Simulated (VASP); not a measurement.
Input:

```
SrCl2
1.0
    0.00000     3.46089     3.46089
    3.46089     0.00000     3.46089
    3.46089     3.46089     0.00000
Sr Cl
1 2
Direct
  0.00000   0.00000   0.00000
  0.25000   0.25000   0.25000
  0.75000   0.75000   0.75000
```

Level of theory: PBE GGA with D3 dispersion (zero damping), VASP's PBE PAW potentials (set 64) (plane waves; VASP). Settings: 520 eV cut-off, 6×6×6 Γ-centred mesh, Gaussian smearing of 0.050 eV, potentials Sr_sv Cl.

Give the stress tensor in GPa (positive for a compressed cell).

```
1.21  0.00  0.00
0.00  1.21  0.00
0.00  0.00  1.21
```
The pressure is its mean diagonal, 1.21 GPa.

The compound is SrCl2 in the fluorite structure. This cell is one point of a volume scan, at 0.97 of the reference volume.
